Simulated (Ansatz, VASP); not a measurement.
# ZrN (ZrN(110)): VASP beside Ansatz, part 2 of 3

Aim: how closely do two programs agree when they are given the same cell, functional and k mesh?

VASP 6.6.1 and Ansatz 0.2.0.

So far: The structure; Ansatz: single point, PBEsol.

## Step 3: VASP: single point, PBEsol

Level of this step: PBEsol; plane waves and PAW (Zr_sv, N) (VASP).

The same cell, functional, mesh and smearing now go to VASP, with its own data sets and cutoff.

Lines of VASP's logs that name or quote its potential files are left out, and so is its time.

Input file INCAR:

```
SYSTEM = ZrN
PREC = Normal
ENCUT = 400
EDIFF = 1E-06
NELM = 120
ISMEAR = 1
SIGMA = 0.1
LREAL = Auto
ALGO = Fast
GGA = PS
NBANDS = 94
LASPH = .TRUE.
LORBIT = 11
LWAVE = .FALSE.
LCHARG = .TRUE.
KPAR = 2
IDIPOL = 3
LDIPOL = .TRUE.
DIPOL = 0.5 0.5 0.5
LVHAR = .TRUE.
LVACPOTAV = .TRUE.
NEDOS = 1500
```

Input file POSCAR:

```
ZrN
1.0
    3.2244069220      0.0000000000      0.0000000000
    0.0000000000      4.5600000000      0.0000000000
    0.0000000000      0.0000000000     28.8976276890
Zr N
9 9
Direct
    0.0000000000      0.0000000000      0.2821671136
    0.5000000000      0.5000000000      0.3299645890
    0.0000000000      0.0000000000      0.3878550367
    0.5000000000      0.5000000000      0.4451104141
    0.0000000000      0.0000000000      0.5000000000
    0.5000000000      0.5000000000      0.5548895859
    0.0000000000      0.0000000000      0.6121449633
    0.5000000000      0.5000000000      0.6700354110
    0.0000000000      0.0000000000      0.7178328864
    0.0000000000      0.5000000000      0.2800364161
    0.5000000000      0.0000000000      0.3311657239
    0.0000000000      0.5000000000      0.3891552927
    0.5000000000      0.0000000000      0.4440482779
    0.0000000000      0.5000000000      0.5000000000
    0.5000000000      0.0000000000      0.5559517221
    0.0000000000      0.5000000000      0.6108447073
    0.5000000000      0.0000000000      0.6688342761
    0.0000000000      0.5000000000      0.7199635839
```

Input file KPOINTS:

```
Automatic mesh
0
Gamma
10 7 1
0 0 0
```

Potentials, in the order of the species: Zr_sv and N (PBE family, release 64).

On the command line:

```
mpirun -np 2 vasp_std
```

The log of the run:

```text
[banner, memory and clock lines left out]
running    2 mpi-ranks, on    1 nodes
 distrk:  each k-point on    1 cores,    2 groups
 distr:  one band on    1 cores,    1 groups

 POSCAR found type information on POSCAR ZrN
 POSCAR found :  2 types and      18 ions
|                                                                             |
|               ----> ADVICE to this user running VASP <----                  |
|                                                                             |
|     You enforced a specific xc type in the INCAR file but a different       |
|     [... a line on the potential file left out ...]
|     I HOPE YOU KNOW WHAT YOU ARE DOING!                                     |
|                                                                             |

 LDA part: xc-table for (Slater+PW92), standard interpolation
 POSCAR, INCAR and KPOINTS ok, starting setup
 FFT: planning ... GRIDC
 FFT: planning ... GRID_SOFT
 FFT: planning ... GRID
 WAVECAR not read
 entering main loop
       N       E                     dE             d eps       ncg     rms          rms(c)
DAV:   1     0.149899693751E+04    0.14990E+04   -0.72184E+04  5008   0.128E+03
DAV:   2    -0.547595605187E+02   -0.15538E+04   -0.15111E+04  5424   0.424E+02
DAV:   3    -0.202468709231E+03   -0.14771E+03   -0.14606E+03  6528   0.111E+02
DAV:   4    -0.219129056585E+03   -0.16660E+02   -0.16624E+02  8296   0.316E+01
DAV:   5    -0.221493270920E+03   -0.23642E+01   -0.23637E+01  6832   0.762E+00    0.688E+01
RMM:   6    -0.190195180619E+03    0.31298E+02   -0.15996E+02  5476   0.288E+01    0.314E+01
RMM:   7    -0.204606016036E+03   -0.14411E+02   -0.40465E+01  6725   0.144E+01    0.192E+01
RMM:   8    -0.195010006351E+03    0.95960E+01   -0.37663E+01  6741   0.113E+01    0.116E+01
RMM:   9    -0.189865392969E+03    0.51446E+01   -0.42376E+00  6307   0.562E+00    0.581E+00
RMM:  10    -0.189235056921E+03    0.63034E+00   -0.12547E+00  7501   0.257E+00    0.421E+00
RMM:  11    -0.188723550504E+03    0.51151E+00   -0.21689E+00  7626   0.242E+00    0.149E+00
RMM:  12    -0.188701172971E+03    0.22378E-01   -0.52820E-01  7871   0.148E+00    0.766E-01
WARNING in EDDRMM: call to ZHEGV failed, returncode =   6  3     75
RMM:  13    -0.188707075275E+03   -0.59023E-02   -0.18602E-01  8120   0.909E-01    0.341E-01
RMM:  14    -0.188714095444E+03   -0.70202E-02   -0.82937E-02  8429   0.573E-01    0.212E-01
RMM:  15    -0.188718765560E+03   -0.46701E-02   -0.37378E-02  8541   0.389E-01    0.179E-01
RMM:  16    -0.188721973339E+03   -0.32078E-02   -0.17529E-02  8288   0.281E-01    0.809E-02
WARNING in EDDRMM: call to ZHEGV failed, returncode =   8  4     12
RMM:  17    -0.188723940880E+03   -0.19675E-02   -0.10061E-02  8515   0.194E-01    0.474E-02
WARNING in EDDRMM: call to ZHEGV failed, returncode =   8  4     36
RMM:  18    -0.188725191104E+03   -0.12502E-02   -0.50281E-03  8529   0.142E-01    0.357E-02
WARNING in EDDRMM: call to ZHEGV failed, returncode =   8  4     64
RMM:  19    -0.188725882043E+03   -0.69094E-03   -0.29172E-03  8400   0.106E-01    0.305E-02
RMM:  20    -0.188726156251E+03   -0.27421E-03   -0.16821E-03  8540   0.803E-02    0.192E-02
RMM:  21    -0.188726383224E+03   -0.22697E-03   -0.10517E-03  8210   0.602E-02    0.121E-02
RMM:  22    -0.188726494807E+03   -0.11158E-03   -0.65590E-04  8153   0.454E-02    0.762E-03
WARNING in EDDRMM: call to ZHEGV failed, returncode =   6  3     34
WARNING in EDDRMM: call to ZHEGV failed, returncode =   8  4     27
WARNING in EDDRMM: call to ZHEGV failed, returncode =   6  3     44
RMM:  23    -0.188726583433E+03   -0.88627E-04   -0.41555E-04  7882   0.342E-02    0.747E-03
WARNING in EDDRMM: call to ZHEGV failed, returncode =   6  3     14
WARNING in EDDRMM: call to ZHEGV failed, returncode =   6  3     61
WARNING in EDDRMM: call to ZHEGV failed, returncode =   8  4     47
RMM:  24    -0.188726683129E+03   -0.99696E-04   -0.28022E-04  7751   0.267E-02    0.433E-03
WARNING in EDDRMM: call to ZHEGV failed, returncode =   6  3     19
WARNING in EDDRMM: call to ZHEGV failed, returncode =   8  4     35
WARNING in EDDRMM: call to ZHEGV failed, returncode =   6  3     20
WARNING in EDDRMM: call to ZHEGV failed, returncode =   8  4     18
WARNING in EDDRMM: call to ZHEGV failed, returncode =   6  3     21
RMM:  25    -0.188726725834E+03   -0.42705E-04   -0.18336E-04  7421   0.204E-02    0.407E-03
WARNING in EDDRMM: call to ZHEGV failed, returncode =   8  4     25
WARNING in EDDRMM: call to ZHEGV failed, returncode =   6  3     31
RMM:  26    -0.188726750085E+03   -0.24251E-04   -0.12719E-04  7036   0.159E-02    0.237E-03
WARNING in EDDRMM: call to ZHEGV failed, returncode =   8  4     18
WARNING in EDDRMM: call to ZHEGV failed, returncode =   6  3     66
RMM:  27    -0.188726763501E+03   -0.13416E-04   -0.83398E-05  6404   0.125E-02    0.249E-03
WARNING in EDDRMM: call to ZHEGV failed, returncode =   8  4     35
WARNING in EDDRMM: call to ZHEGV failed, returncode =   6  3     46
WARNING in EDDRMM: call to ZHEGV failed, returncode =   8  4     12
WARNING in EDDRMM: call to ZHEGV failed, returncode =   8  4     32
WARNING in EDDRMM: call to ZHEGV failed, returncode =   6  3     47
WARNING in EDDRMM: call to ZHEGV failed, returncode =   6  3     54
WARNING in EDDRMM: call to ZHEGV failed, returncode =   8  4     26
RMM:  28    -0.188726770531E+03   -0.70294E-05   -0.65398E-05  5942   0.102E-02    0.250E-03
WARNING in EDDRMM: call to ZHEGV failed, returncode =   8  4     27
WARNING in EDDRMM: call to ZHEGV failed, returncode =   6  3     33
RMM:  29    -0.188726773027E+03   -0.24959E-05   -0.36774E-05  5489   0.843E-03    0.369E-03
WARNING in EDDRMM: call to ZHEGV failed, returncode =   8  4     21
WARNING in EDDRMM: call to ZHEGV failed, returncode =   8  4     31
WARNING in EDDRMM: call to ZHEGV failed, returncode =   8  4     87
WARNING in EDDRMM: call to ZHEGV failed, returncode =   8  4     42
WARNING in EDDRMM: call to ZHEGV failed, returncode =   8  4     25
WARNING in EDDRMM: call to ZHEGV failed, returncode =   8  4     15
WARNING in EDDRMM: call to ZHEGV failed, returncode =   6  3     23
WARNING in EDDRMM: call to ZHEGV failed, returncode =   6  3     39
WARNING in EDDRMM: call to ZHEGV failed, returncode =   8  4     13
RMM:  30    -0.188726782327E+03   -0.93004E-05   -0.35759E-05  5552   0.768E-03    0.616E-04
WARNING in EDDRMM: call to ZHEGV failed, returncode =   8  4     13
WARNING in EDDRMM: call to ZHEGV failed, returncode =   8  4     11
WARNING in EDDRMM: call to ZHEGV failed, returncode =   8  4     40
WARNING in EDDRMM: call to ZHEGV failed, returncode =   6  3     19
RMM:  31    -0.188726782758E+03   -0.43066E-06   -0.12779E-05  4571   0.626E-03    0.548E-04
WARNING in EDDRMM: call to ZHEGV failed, returncode =   8  4     22
WARNING in EDDRMM: call to ZHEGV failed, returncode =   8  4     82
RMM:  32    -0.188726783306E+03   -0.54818E-06   -0.15413E-05  4843   0.566E-03    0.560E-04
WARNING in EDDRMM: call to ZHEGV failed, returncode =   6  3     48
WARNING in EDDRMM: call to ZHEGV failed, returncode =   6  3     48
WARNING in EDDRMM: call to ZHEGV failed, returncode =   8  4     84
RMM:  33    -0.188726782002E+03    0.13035E-05    0.29446E-06  4226   0.497E-03    0.658E-04
WARNING in EDDRMM: call to ZHEGV failed, returncode =   6  3     75
RMM:  34    -0.188726781067E+03    0.93582E-06   -0.15616E-06  4157   0.462E-03
|                                                                             |
|           W    W    AA    RRRRR   N    N  II  N    N   GGGG   !!!           |
|           W    W   A  A   R    R  NN   N  II  NN   N  G    G  !!!           |
|           W    W  A    A  R    R  N N  N  II  N N  N  G       !!!           |
|           W WW W  AAAAAA  RRRRR   N  N N  II  N  N N  G  GGG   !            |
|           WW  WW  A    A  R   R   N   NN  II  N   NN  G    G                |
|           W    W  A    A  R    R  N    N  II  N    N   GGGG   !!!           |
|                                                                             |
|     Did not find any points to average over, which means that no vacuum     |
|     field-free region was found. Please increase the size of  your cell     |
|     in the dimension of the dipole correction to obtain accurate            |
|     workfunction values.                                                    |
|                                                                             |

   1 F= -.18872678E+03 E0= -.18872652E+03  d E =-.772672E-03
|                                                                             |
|           W    W    AA    RRRRR   N    N  II  N    N   GGGG   !!!           |
|           W    W   A  A   R    R  NN   N  II  NN   N  G    G  !!!           |
|           W    W  A    A  R    R  N N  N  II  N N  N  G       !!!           |
|           W WW W  AAAAAA  RRRRR   N  N N  II  N  N N  G  GGG   !            |
|           WW  WW  A    A  R   R   N   NN  II  N   NN  G    G                |
|           W    W  A    A  R    R  N    N  II  N    N   GGGG   !!!           |
|                                                                             |
|     Did not find any points to average over, which means that no vacuum     |
|     field-free region was found. Please increase the size of  your cell     |
|     in the dimension of the dipole correction to obtain accurate            |
|     workfunction values.                                                    |
|                                                                             |
```

[end of part 2 of 3]

[Lines on the potential files, build, host, timing and source positions are cut from VASP's logs without a mark.]

[Logs are printed without paths, hosts, clocks, repeated set-up lines and the standing remarks that a program may print on its own settings, such as how far it seeks lower states.]

[Hosts, paths, dates, database ids (printed as entryN), source tags and the programs' standing remarks are cut or masked in the printed files.]
